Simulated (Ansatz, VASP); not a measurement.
# TiC in two plane-wave programs

One calculation is typed for both programs; each brings its own data sets. How far apart do they land? The cell is taken from a series of runs on this material, whose earlier steps may have relaxed, scaled, displaced or heated it; both programs get it as it stands.

Method: plane waves, with VASP 6.6.1 beside it; PBEsol, in Ansatz 0.2.0.

## 1. The starting structure

It takes space group Immm (No. 71, orthorhombic). Conventional cell: a = 2.944 Å, b = 3.064 Å, c = 4.313 Å, α = 90.00°, β = 90.00°, γ = 90.00°. C has 6 Ti at 2.12 to 2.16 Å nearest. Ti has 6 C at 2.12 to 2.16 Å nearest. Farther neighbours are not listed.

As a file:

```cif
data_structure
_symmetry_space_group_name_H-M 'Immm'
_symmetry_Int_Tables_number 71
_cell_length_a 2.9445
_cell_length_b 3.0643
_cell_length_c 4.3129
_cell_angle_alpha 90.000
_cell_angle_beta 90.000
_cell_angle_gamma 90.000
_cell_volume 38.91
loop_
_atom_site_label
_atom_site_type_symbol
_atom_site_symmetry_multiplicity
_atom_site_Wyckoff_symbol
_atom_site_fract_x
_atom_site_fract_y
_atom_site_fract_z
_atom_site_occupancy
C1 C 2 c 0.00000 0.00000 0.50000 1
Ti1 Ti 2 a 0.00000 0.00000 0.00000 1
```

## 2. VASP: zone-centre phonons, PBEsol

Second derivatives magnify differences that forces hide, and they need a tight electronic threshold.

Lines of VASP's logs that name or quote its potential files are left out, and so is its time.

INCAR

```
SYSTEM = TiC
PREC = Accurate
ENCUT = 600
EDIFF = 1E-08
NELM = 120
ISMEAR = 1
SIGMA = 0.2
LREAL = .FALSE.
ALGO = Normal
GGA = PS
NBANDS = 14
LASPH = .TRUE.
LORBIT = 11
LWAVE = .FALSE.
LCHARG = .FALSE.
ISIF = 2
IBRION = 8
GGA_COMPAT = .FALSE.
KPAR = 2
```

POSCAR

```
TiC
1.0
   -0.0423838864      2.1244339051      2.1564532822
    2.1244339051     -0.0423838864      2.1564532822
    2.0820500187      2.0820500187      0.0000000000
C Ti
1 1
Direct
    0.5000000000      0.5000000000      0.5000000000
    0.0000000000      0.0000000000      0.0000000000
```

KPOINTS

```
Automatic mesh
0
Gamma
16 16 16
0 0 0
```

The projector-augmented-wave data sets are C and Ti_sv (PBE family, release 64).

Run with:

```
$ mpirun -np 2 vasp_std
```

Numbers of over 12 decimals in the logs are rounded to 6 here.

The program printed:

```text
[banner, memory and clock lines left out]
running    2 mpi-ranks, on    1 nodes
 distrk:  each k-point on    1 cores,    2 groups
 distr:  one band on    1 cores,    1 groups

 POSCAR found type information on POSCAR C Ti
 POSCAR found :  2 types and       2 ions
|                                                                             |
|               ----> ADVICE to this user running VASP <----                  |
|                                                                             |
|     You enforced a specific xc type in the INCAR file but a different       |
|     [... a line on the potential file left out ...]
|     I HOPE YOU KNOW WHAT YOU ARE DOING!                                     |
|                                                                             |

 LDA part: xc-table for (Slater+PW92), standard interpolation
 POSCAR, INCAR and KPOINTS ok, starting setup
 FFT: planning ... GRIDC
 FFT: planning ... GRID_SOFT
 FFT: planning ... GRID
 WAVECAR not read
 entering main loop
       N       E                     dE             d eps       ncg     rms          rms(c)
DAV:   1     0.126890541458E+03    0.12689E+03   -0.88894E+03 17416   0.152E+03
DAV:   2    -0.163354918186E+02   -0.14323E+03   -0.13478E+03 18330   0.372E+02
DAV:   3    -0.247347941201E+02   -0.83993E+01   -0.81906E+01 23024   0.868E+01
DAV:   4    -0.250748887457E+02   -0.34009E+00   -0.33932E+00 21812   0.157E+01
DAV:   5    -0.250833836505E+02   -0.84949E-02   -0.84943E-02 23240   0.220E+00    0.193E+01
DAV:   6    -0.202976291978E+02    0.47858E+01   -0.12322E+01 25092   0.604E+01    0.659E+00
DAV:   7    -0.198117482983E+02    0.48588E+00   -0.19425E+00 21042   0.209E+01    0.544E+00
DAV:   8    -0.197789257003E+02    0.32823E-01   -0.11817E-01 19636   0.446E+00    0.290E+00
DAV:   9    -0.197791050413E+02   -0.17934E-03   -0.86063E-02 21640   0.333E+00    0.836E-01
DAV:  10    -0.197774180667E+02    0.16870E-02   -0.91466E-03 24182   0.134E+00    0.653E-01
DAV:  11    -0.197758160978E+02    0.16020E-02   -0.47681E-03 18810   0.103E+00    0.907E-02
DAV:  12    -0.197758003993E+02    0.15698E-04   -0.32503E-04 19704   0.240E-01    0.205E-02
DAV:  13    -0.197757935520E+02    0.68473E-05   -0.13012E-05 25154   0.454E-02    0.469E-03
DAV:  14    -0.197757930951E+02    0.45696E-06   -0.39785E-07 24692   0.924E-03    0.257E-03
DAV:  15    -0.197757930115E+02    0.83610E-07   -0.77909E-08 22452   0.176E-03    0.199E-04
DAV:  16    -0.197757930149E+02   -0.34195E-08   -0.29079E-09 12198   0.721E-04
   1 F= -.19775793E+02 E0= -.19775773E+02  d E =-.613541E-04
 Linear response reoptimize wavefunctions to high precision
DAV:   1    -0.197757930117E+02    0.32258E-08   -0.59714E-10 13122   0.272E-04
DAV:   2    -0.197757930117E+02   -0.77307E-11   -0.11471E-10 10206   0.104E-04
 Linear response DOF=           4
 Linear response progress:
  Degree of freedom:   1/  4
       N       E                     dE             d eps       ncg     rms          rms(c)
RMM:   1    -0.126061063038E+00   -0.12606E+00   -0.48060E-02 67067   0.234E+00
RMM:   2    -0.116726818108E+00    0.93342E-02   -0.57989E-03 61121   0.576E-01    0.140E-01
RMM:   3    -0.117403272156E+00   -0.67645E-03   -0.19359E-03 64329   0.244E-01    0.650E-02
RMM:   4    -0.118415236629E+00   -0.10120E-02   -0.71006E-04 65825   0.147E-01    0.151E-02
RMM:   5    -0.118552108316E+00   -0.13687E-03   -0.15521E-04 73982   0.600E-02    0.285E-03
RMM:   6    -0.118542768133E+00    0.93402E-05   -0.20919E-05 73483   0.247E-02    0.146E-03
RMM:   7    -0.118539062985E+00    0.37051E-05   -0.43948E-06 74805   0.118E-02    0.714E-04
RMM:   8    -0.118543383080E+00   -0.43201E-05   -0.10351E-06 73439   0.593E-03    0.349E-04
RMM:   9    -0.118541069738E+00    0.23133E-05   -0.35236E-07 75415   0.328E-03    0.125E-04
RMM:  10    -0.118541253874E+00   -0.18414E-06   -0.45328E-07 73514   0.176E-03    0.760E-05
RMM:  11    -0.118541110834E+00    0.14304E-06   -0.79143E-08 74058   0.995E-04    0.586E-05
RMM:  12    -0.118541116786E+00   -0.59521E-08    0.30794E-08 77841   0.537E-04    0.577E-05
 first order change of Fermi-energy   0.53738E-03
 force on displaced ion       1 direction 1 : -11.588   1.019   0.000
 Linear response progress:
  Degree of freedom:   2/  4
       N       E                     dE             d eps       ncg     rms          rms(c)
RMM:   1    -0.123815527197E+00   -0.12382E+00   -0.34818E-02 38186   0.218E+00
RMM:   2    -0.116129158425E+00    0.76864E-02   -0.51741E-03 33859   0.534E-01    0.136E-01
RMM:   3    -0.116798071774E+00   -0.66891E-03   -0.18162E-03 35291   0.228E-01    0.634E-02
RMM:   4    -0.117771196525E+00   -0.97312E-03   -0.64147E-04 36228   0.139E-01    0.148E-02
RMM:   5    -0.117901185451E+00   -0.12999E-03   -0.13650E-04 40753   0.550E-02    0.264E-03
RMM:   6    -0.117885624729E+00    0.15561E-04   -0.18222E-05 40109   0.220E-02    0.129E-03
RMM:   7    -0.117881042370E+00    0.45824E-05   -0.38691E-06 41156   0.104E-02    0.630E-04
RMM:   8    -0.117886142454E+00   -0.51001E-05   -0.57965E-07 40951   0.510E-03    0.313E-04
RMM:   9    -0.117883696399E+00    0.24461E-05   -0.17809E-07 41146   0.277E-03    0.103E-04
RMM:  10    -0.117883922736E+00   -0.22634E-06   -0.51464E-07 40790   0.147E-03    0.487E-05
RMM:  11    -0.117883793556E+00    0.12918E-06   -0.12937E-07 41846   0.800E-04    0.250E-05
RMM:  12    -0.117883813039E+00   -0.19483E-07   -0.31165E-08 41896   0.435E-04    0.704E-06
RMM:  13    -0.117883847587E+00   -0.34548E-07   -0.85940E-08 42952   0.239E-04    0.266E-06
RMM:  14    -0.117883854873E+00   -0.72855E-08   -0.87626E-08 43127   0.132E-04    0.287E-06
 first order change of Fermi-energy   0.60611E-03
 force on displaced ion       1 direction 3 :  -0.000  -0.000 -10.087
 Linear response progress:
  Degree of freedom:   3/  4
       N       E                     dE             d eps       ncg     rms          rms(c)
RMM:   1    -0.683850820845E+00   -0.68385E+00    0.66470E+00 30855   0.138E+02
RMM:   2    -0.656461289743E+00    0.27390E-01   -0.24659E-01 53403   0.507E+00    0.234E-01
RMM:   3    -0.654874797361E+00    0.15865E-02   -0.18976E-02 63344   0.119E+00    0.116E-01
RMM:   4    -0.654028249202E+00    0.84655E-03   -0.77475E-03 69476   0.532E-01    0.221E-02
RMM:   5    -0.654562667429E+00   -0.53442E-03   -0.12510E-03 73599   0.214E-01    0.104E-02
RMM:   6    -0.654884397887E+00   -0.32173E-03   -0.34633E-04 74430   0.945E-02    0.780E-03
RMM:   7    -0.655173168042E+00   -0.28877E-03   -0.85417E-05 68917   0.465E-02    0.287E-03
RMM:   8    -0.655353155854E+00   -0.17999E-03   -0.40572E-05 71023   0.261E-02    0.262E-03
RMM:   9    -0.655254459058E+00    0.98697E-04   -0.21842E-05 70027   0.153E-02    0.772E-04
RMM:  10    -0.655276329277E+00   -0.21870E-04   -0.16324E-05 74885   0.899E-03    0.305E-04
RMM:  11    -0.655293039961E+00   -0.16711E-04   -0.12263E-05 74432   0.590E-03    0.712E-05
RMM:  12    -0.655290821000E+00    0.22190E-05   -0.96991E-06 77140   0.407E-03    0.716E-05
RMM:  13    -0.655290730308E+00    0.90692E-07   -0.75152E-06 77944   0.303E-03    0.111E-04
RMM:  14    -0.655290674284E+00    0.56023E-07   -0.63448E-06 77609   0.237E-03    0.137E-04
RMM:  15    -0.655290801635E+00   -0.12735E-06   -0.46343E-06 75183   0.191E-03    0.147E-04
RMM:  16    -0.655291371623E+00   -0.56999E-06   -0.40564E-06 72094   0.159E-03    0.143E-04
RMM:  17    -0.655291447508E+00   -0.75885E-07   -0.33221E-06 77531   0.133E-03    0.152E-04
 first order change of Fermi-energy  -0.19920E-03
 force on displaced ion       2 direction 1 : -11.615   1.017   0.000
 Linear response progress:
  Degree of freedom:   4/  4
       N       E                     dE             d eps       ncg     rms          rms(c)
RMM:   1    -0.706243941509E+00   -0.70624E+00    0.45429E+00 17525   0.136E+02
RMM:   2    -0.678282228283E+00    0.27962E-01   -0.24044E-01 29701   0.498E+00    0.234E-01
RMM:   3    -0.676979298231E+00    0.13029E-02   -0.18808E-02 35102   0.118E+00    0.115E-01
RMM:   4    -0.676292888396E+00    0.68641E-03   -0.79093E-03 38624   0.525E-01    0.217E-02
RMM:   5    -0.676913688272E+00   -0.62080E-03   -0.12197E-03 40655   0.208E-01    0.103E-02
RMM:   6    -0.677238500155E+00   -0.32481E-03   -0.31596E-04 41009   0.901E-02    0.750E-03
RMM:   7    -0.677548331405E+00   -0.30983E-03   -0.75888E-05 37907   0.447E-02    0.251E-03
RMM:   8    -0.677697142122E+00   -0.14881E-03   -0.33646E-05 40163   0.244E-02    0.246E-03
RMM:   9    -0.677599727798E+00    0.97414E-04   -0.20522E-05 38560   0.143E-02    0.878E-04
RMM:  10    -0.677627274546E+00   -0.27547E-04   -0.13463E-05 40717   0.826E-03    0.242E-04
RMM:  11    -0.677641253409E+00   -0.13979E-04   -0.10094E-05 41499   0.535E-03    0.624E-05
RMM:  12    -0.677639074340E+00    0.21791E-05   -0.78126E-06 42376   0.366E-03    0.730E-05
RMM:  13    -0.677639817405E+00   -0.74306E-06   -0.56942E-06 42824   0.269E-03    0.851E-05
RMM:  14    -0.677636475709E+00    0.33417E-05   -0.43294E-06 38537   0.217E-03    0.196E-04
[...]
RMM:  25    -0.677644920435E+00   -0.85742E-07   -0.59463E-07 36539   0.392E-04    0.117E-05
RMM:  26    -0.677644942291E+00   -0.21856E-07   -0.54392E-07 34711   0.346E-04    0.146E-05
RMM:  27    -0.677644886089E+00    0.56203E-07   -0.47575E-07 35898   0.308E-04    0.170E-05
RMM:  28    -0.677644897958E+00   -0.11869E-07   -0.43627E-07 26393   0.273E-04    0.186E-05
RMM:  29    -0.677644900329E+00   -0.23717E-08   -0.34985E-07 22049   0.243E-04    0.202E-05
RMM:  30    -0.677644901468E+00   -0.11391E-08   -0.31585E-07 24984   0.217E-04    0.212E-05
RMM:  31    -0.677644909595E+00   -0.81263E-08   -0.27272E-07 21344   0.194E-04    0.224E-05
RMM:  32    -0.677644915558E+00   -0.59636E-08   -0.25320E-07 24991   0.174E-04    0.232E-05
 first order change of Fermi-energy  -0.39120E-03
 force on displaced ion       2 direction 3 :  -0.000  -0.000 -10.097
 Linear response finished
```

Parts of OUTCAR (step 2):

```text
ion  position               nearest neighbor table
   1  0.500  0.500  0.500-   2 2.12   2 2.12   2 2.12   2 2.12   2 2.16   2 2.16
   2  0.000  0.000  0.000-   1 2.12   1 2.12   1 2.12   1 2.12   1 2.16   1 2.16

  LATTYP: Found a body centered orthorhombic cell.
 ALAT       =     2.9444633740
 B/A-ratio  =     1.0407136102
 C/A-ratio  =     1.4647513032

 Subroutine GETGRP returns: Found  8 space group operations
 (whereof  8 operations were pure point group operations)

The static configuration has the point symmetry D_2h.

 Found    621 irreducible k-points:

   k-points           NKPTS =    621   k-points in BZ     NKDIM =    621   number of bands    NBANDS=     14

   dimension x,y,z NGX =    24 NGY =   24 NGZ =   24
   dimension x,y,z NGXF=    48 NGYF=   48 NGZF=   48

   ENCUT  =  600.0 eV  44.10 Ry    6.64 a.u.   6.05  6.05  5.88*2*pi/ulx,y,z

   NELECT =      16.0000    total number of electrons

 k-points in reciprocal lattice and weights: Automatic mesh
   0.00000000  0.00000000  0.00000000       0.000
   0.06250000 -0.00000000  0.00000000       0.001
   0.12500000 -0.00000000  0.00000000       0.001
   0.18750000 -0.00000000  0.00000000       0.001
   0.25000000 -0.00000000  0.00000000       0.001
   0.31250000 -0.00000000  0.00000000       0.001
   0.37500000 -0.00000000  0.00000000       0.001
   0.43750000  0.00000000  0.00000000       0.001
   0.50000000 -0.00000000  0.00000000       0.000
[...]
0.25000000  0.25000000  0.50000000       0.000
  -0.25000000  0.25000000  0.50000000       0.000

 average (electrostatic) potential at core
       1 -44.0819       2 -70.2959

  Total        0.8754558      0.8754558      0.0241293      0.8443235      0.0000000      0.0000000
  in kB       72.0877076     72.0877076      1.9868784     69.5241758      0.0000000      0.0000000
  external PRESSURE =      48.7207645 kB  Pullay stress =       0.0000000 kB

  energy-cutoff  :      600.00
  volume of cell :       19.46
      direct lattice vectors                 reciprocal lattice vectors
    -0.042383886  2.124433905  2.156453282    -0.230753136  0.230753136  0.231862199
     2.124433905 -0.042383886  2.156453282     0.230753136 -0.230753136  0.231862199
     2.082050019  2.082050019  0.000000000     0.240147929  0.240147929 -0.231862199

 POSITION                                       TOTAL-FORCE (eV/Angst)
 -----------------------------------------------------------------------------------
      2.08205      2.08205      2.15645        -0.000000     -0.000000     -0.000000
      0.00000      0.00000      0.00000         0.000000      0.000000      0.000000
 -----------------------------------------------------------------------------------
    total drift:                                0.000000     -0.000000     -0.000000

 Eigenvectors and eigenvalues of the dynamical matrix
 ----------------------------------------------------

   1 f  =   17.916844 THz   112.574853 2PiTHz  597.641597 cm-1    74.098081 meV
             X         Y         Z           dx          dy          dz
      2.082050  2.082050  2.156453    -0.632115    0.632115    0.000000
      0.000000  0.000000  0.000000     0.316907   -0.316907   -0.000000

   2 f  =   16.406228 THz   103.083369 2PiTHz  547.252851 cm-1    67.850675 meV
             X         Y         Z           dx          dy          dz
      2.082050  2.082050  2.156453    -0.632062   -0.632062    0.000000
      0.000000  0.000000  0.000000     0.317013    0.317013   -0.000000

   3 f  =   16.024582 THz   100.685419 2PiTHz  534.522525 cm-1    66.272317 meV
             X         Y         Z           dx          dy          dz
      2.082050  2.082050  2.156453     0.000000    0.000000    0.894031
      0.000000  0.000000  0.000000    -0.000000   -0.000000   -0.448005

   4 f/i=    0.003225 THz     0.020261 2PiTHz    0.107563 cm-1     0.013336 meV
             X         Y         Z           dx          dy          dz
      2.082050  2.082050  2.156453    -0.000000    0.000000   -0.448005
      0.000000  0.000000  0.000000    -0.000000    0.000000   -0.894031

   5 f/i=    0.006996 THz     0.043957 2PiTHz    0.233361 cm-1     0.028933 meV
             X         Y         Z           dx          dy          dz
      2.082050  2.082050  2.156453     0.316907   -0.316907   -0.000000
      0.000000  0.000000  0.000000     0.632115   -0.632115   -0.000000

   6 f/i=    0.009145 THz     0.057461 2PiTHz    0.305053 cm-1     0.037822 meV
             X         Y         Z           dx          dy          dz
      2.082050  2.082050  2.156453    -0.317013   -0.317013   -0.000000
      0.000000  0.000000  0.000000    -0.632062   -0.632062   -0.000000

 ELASTIC MODULI CONTR FROM IONIC RELAXATION (kBar)
 Direction    XX          YY          ZZ          XY          YZ          ZX
 --------------------------------------------------------------------------------
 XX           0.0000      0.0000      0.0000      0.0000      0.0000      0.0000
 YY           0.0000      0.0000      0.0000      0.0000      0.0000      0.0000
 ZZ           0.0000      0.0000      0.0000      0.0000      0.0000      0.0000
 XY           0.0000      0.0000      0.0000      0.0000      0.0000      0.0000
 YZ           0.0000      0.0000      0.0000      0.0000      0.0000      0.0000
 ZX           0.0000      0.0000      0.0000      0.0000      0.0000      0.0000
 --------------------------------------------------------------------------------
```

[end of part 1 of 2]

[Lines on the potential files, build, host, timing and source positions are cut from VASP's logs without a mark.]

[Logs are printed without paths, hosts, clocks, repeated set-up lines and the standing remarks that a program may print on its own settings, such as how far it seeks lower states.]

[Hosts, paths, dates, database ids (printed as entryN), source tags and the programs' standing remarks are cut or masked in the printed files.]
